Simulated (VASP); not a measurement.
OSZICAR of a VASP run on MgO (rock salt):

OSZICAR:
```
       N       E                     dE             d eps       ncg     rms          rms(c)
DAV:   1     0.125028255594E+02    0.12503E+02   -0.49346E+03  1368   0.889E+02
DAV:   2    -0.125142039404E+02   -0.25017E+02   -0.24934E+02  1440   0.138E+02
DAV:   3    -0.128686211007E+02   -0.35442E+00   -0.35442E+00  1432   0.177E+01
DAV:   4    -0.128691524488E+02   -0.53135E-03   -0.53135E-03  1560   0.673E-01
DAV:   5    -0.128691530696E+02   -0.62080E-06   -0.62080E-06  1512   0.162E-02    0.722E+00
DAV:   6    -0.113329958342E+02    0.15362E+01   -0.10299E+01  1152   0.224E+01    0.235E+00
DAV:   7    -0.113251486386E+02    0.78472E-02   -0.52752E-02  1240   0.274E+00    0.135E+00
DAV:   8    -0.113264603601E+02   -0.13117E-02   -0.31754E-02  1152   0.266E+00    0.175E-01
DAV:   9    -0.113263577363E+02    0.10262E-03   -0.71810E-04  1696   0.227E-01    0.743E-02
DAV:  10    -0.113265463611E+02   -0.18862E-03   -0.24950E-04  1176   0.168E-01    0.953E-03
DAV:  11    -0.113265469359E+02   -0.57481E-06   -0.27887E-06  1640   0.193E-02    0.269E-03
DAV:  12    -0.113265468015E+02    0.13437E-06   -0.45615E-07  1296   0.613E-03    0.325E-04
DAV:  13    -0.113265467702E+02    0.31311E-07   -0.14132E-08   704   0.123E-03
   1 F= -.11326547E+02 E0= -.11326547E+02  d E =0.000000E+00
```

Problem. Which electronic solver shows in the log?

Solution. It is blocked Davidson (ALGO = Normal, or the opening steps of other solvers). The INCAR had ALGO = Normal.

Problem. Can the final energy be trusted as converged?

Solution. Self-consistency was reached. It stopped with EDIFF = 1E-7, NELM = 100 (revPBE GGA, plane waves, VASP's PBE PAW potentials (set 64)).

The compound is MgO in the rock salt structure. It was relaxed first, which changed the volume by +5 %.
